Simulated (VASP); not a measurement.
Data:

```xyz
2
Lattice="1.5814 -2.7390 0.0000 1.5814 2.7390 0.0000 0.0000 0.0000 5.0028" Properties=species:S:1:pos:R:3 pbc="T T T"
Hf     1.5814     0.9130     1.2507
Hf     1.5814    -0.9130     3.7521
```

All values below come from revTPSS meta-GGA, VASP's PBE PAW potentials (set 64) (plane waves; VASP). Run with 520 eV cut-off, 15×15×8 Γ-centred mesh, tetrahedra with Blöchl corrections, potentials Hf_pv.

Unless said otherwise, spin-orbit coupling is left out, though it shifts the bands of the heavy elements here.

Predict the energy per atom (σ→0), band gap (over mesh and band path) with the smallest direct gap where there is one.

```yaml
band gap (over mesh and band path): none (metal, semimetal or under 0.01 eV)
energy per atom (σ→0): 2594.1 kJ/mol-atom
```

The compound is Hf in the hcp structure. It was relaxed first.
